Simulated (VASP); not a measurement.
All values below come from PBEsol GGA, VASP's PBE PAW potentials (set 64) (plane waves; VASP 6.6.1).

VASP input:

File KPOINTS:
```
K-points
0
Gamma
7 7 5
0 0 0
```

### INCAR
```
# general
SYSTEM = LiMg
PREC   = Accurate
ENCUT  = 400
LREAL  = .False.
LASPH  = .True.

# electronic loop
EDIFF  = 1E-6
NELM   = 100
ALGO   = Normal

# smearing
ISMEAR = -1
SIGMA  = 0.05

# functional
GGA    = PS

# ions
ISIF   = 2

# output
LWAVE  = .False.
LCHARG = .False.
```

POSCAR:
```
LiMg
5.5807290
  0.9550836459  -0.2963361955   0.0000000000
  0.9550836459   0.2963361955   0.0000000000
 -0.3850539956   0.0000000000   0.7692935815
Li Mg
2 2
Direct
  0.3667000000   0.3667000000   0.6164600000
  0.6333000000   0.6333000000   0.3835400000
  0.1154000000   0.1154000000   0.8645500000
  0.8846000000   0.8846000000   0.1354500000
```

POTCAR, in this order: Li_sv Mg (PBE.64 set). Program: vasp_std.

Output of the run:

File OUTCAR:
```
 ion  position               nearest neighbor table
   1  0.367  0.367  0.616-   3 2.89   3 2.89   4 2.92   4 2.92   4 2.92   4 2.92
   2  0.633  0.633  0.384-   4 2.89   4 2.89   3 2.92   3 2.92   3 2.92   3 2.92
   3  0.115  0.115  0.865-   1 2.89   1 2.89   2 2.92   2 2.92   2 2.92   2 2.92   4 3.05   4 3.05
                             4 3.26   4 3.26
   4  0.885  0.885  0.135-   2 2.89   2 2.89   1 2.92   1 2.92   1 2.92   1 2.92   3 3.05   3 3.05
                             3 3.26   3 3.26
  LATTYP: Found a base centered monoclinic cell.
 ALAT       =    10.6601260000
 B/A-ratio  =     0.3102725052
 C/A-ratio  =     0.4503681745
 COS(beta)  =    -0.4475922280
 Subroutine PRICEL returns:
 Original cell was already a primitive cell.
 Subroutine GETGRP returns: Found  4 space group operations
The static configuration has the point symmetry C_2h.
The dynamic configuration has the point symmetry C_2h.
 Subroutine INISYM returns: Found  4 space group operations
 Subroutine IBZKPT returns following result:
 Found     72 irreducible k-points:

 Following reciprocal coordinates:
            Coordinates               Weight
  0.000000  0.000000  0.000000      1.000000
  0.142857  0.000000  0.000000      4.000000
...
```

OSZICAR:
```
       N       E                     dE             d eps       ncg     rms          rms(c)
DAV:   1     0.111112283432E+02    0.11111E+02   -0.41609E+03  1296   0.832E+02
DAV:   2    -0.377007166028E+01   -0.14881E+02   -0.14586E+02  1573   0.104E+02
DAV:   3    -0.769435594050E+01   -0.39243E+01   -0.39125E+01  2399   0.433E+01
DAV:   4    -0.778737771286E+01   -0.93022E-01   -0.93000E-01  1630   0.865E+00
DAV:   5    -0.778977703801E+01   -0.23993E-02   -0.23992E-02  2019   0.122E+00    0.150E+00
DAV:   6    -0.768042064856E+01    0.10936E+00   -0.12826E-01  1513   0.119E+00    0.879E-01
DAV:   7    -0.763741609751E+01    0.43005E-01   -0.12875E-01  1617   0.120E+00    0.221E-01
DAV:   8    -0.763556558198E+01    0.18505E-02   -0.44641E-03  1541   0.493E-01    0.206E-02
DAV:   9    -0.763556609351E+01   -0.51154E-06   -0.12002E-04  1970   0.961E-02    0.116E-02
DAV:  10    -0.763556563794E+01    0.45558E-06   -0.72021E-06  1648   0.255E-02
   1 F= -.76355656E+01 E0= -.76282145E+01  d E =-.147023E-01
```

**OUTCAR**
```
------------------------ aborting loop because EDIFF is reached ----------------------------------------
  FORCE on cell =-STRESS in cart. coord.  units (eV):
  Direction    XX          YY          ZZ          XY          YZ          ZX
  --------------------------------------------------------------------------------------
  Total        0.2331438     -0.0190670     -0.1567343      0.0000000      0.0000000      0.1300245
  in kB        4.9352986     -0.4036191     -3.3178257      0.0000000      0.0000000      2.7524198
  external PRESSURE =       0.4046179 kB  Pullay stress =       0.0000000 kB
  volume of cell :       75.69
      direct lattice vectors                 reciprocal lattice vectors
     5.330063000 -1.653772000  0.000000000     0.093807522 -0.302339137  0.046953415
     5.330063000  1.653772000  0.000000000     0.093807522  0.302339137  0.046953415
    -2.148882000  0.000000000  4.293219000     0.000000000  0.000000000  0.232925458
 POSITION                                       TOTAL-FORCE (eV/Angst)
 -----------------------------------------------------------------------------------
      2.58437      0.00000      2.64660        -0.022797      0.000000      0.004538
      5.92688      0.00000      1.64662         0.022797      0.000000     -0.004538
     -0.62764      0.00000      3.71170         0.013394      0.000000      0.025201
      9.13888      0.00000      0.58152        -0.013394      0.000000     -0.025201
 -----------------------------------------------------------------------------------
    total drift:                                0.000000      0.000000      0.000000
  FREE ENERGIE OF THE ION-ELECTRON SYSTEM (eV)
  ---------------------------------------------------
  free  energy   TOTEN  =        -7.6355656379 eV

  energy  without entropy=       -7.6208633636  energy(sigma->0) =       -7.62821450
```
(Selected blocks of OUTCAR.)

At this cut-off the stress carries a Pulay error, which pulls relaxed volumes low.

The structure comes from a computed database's LiMg entry; how it stands against other phases isn't given here. The cell was not relaxed at this level. The run is one of a series of settings (GGA = PS, POTCAR Li_sv Mg (PBE.64 set) against the base run), some of them coarse on purpose.
